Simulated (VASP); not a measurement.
A run of VASP 6.6.1:

Contents of INCAR:

```
SYSTEM = TbO
  PREC = Accurate
  ENCUT = 520
  EDIFF = 1E-6
  ISMEAR = 0
  SIGMA = 0.05
  LREAL = .False.
  LASPH = .True.
  NELM = 150
  ALGO = Normal
  ISIF = 2
  LWAVE = .False.
  LCHARG = .True.
  ISPIN = 2
  MAGMOM = 6 -6 0 0
  LORBIT = 11
  LMAXMIX = 6
  LDAU = .True.
  LDAUTYPE = 2
  LDAUL = 3 -1
  LDAUU = 3 0
  LDAUJ = 0 0
  LDAUPRINT = 1
  METAGGA = R2SCAN
  LMIXTAU = .True.
  LELF = .True.
  LVHAR = .True.
  NBANDS = 37
```

File KPOINTS:

```
Automatic mesh
0
Gamma
  6 6 6
  0 0 0
```

POSCAR

```
TbO
1.0
    0.0000000000      2.7838380500      2.7838380500
    2.7838380500      0.0000000000      2.7838380500
    2.7838380500      2.7838380500      0.0000000000
Tb O
2 2
Direct
    0.0000000000      0.0000000000      0.0000000000
    0.5000000000      0.5000000000      0.5000000000
    0.2500000000      0.2500000000      0.2500000000
    0.7500000000      0.7500000000      0.7500000000
```

Potentials or basis: VASP PAW PBE potentials, release 64 (Tb, O).

Run with:

```sh
$ cat potpaw_PBE.64/Tb/POTCAR potpaw_PBE.64/O/POTCAR > POTCAR
$ mpirun -np 1 vasp_std > vasp.out
```

Hardware: 1 thread of Intel(R) Xeon(R) 6975P-C (Granite Rapids) (shared host).

How long does it take, and how much memory?

Run time: 8.2 min on 1 thread of Intel(R) Xeon(R) 6975P-C (Granite Rapids), on a shared host, peak memory 0.25 GiB. Counts: scf iterations 58, k points 16.
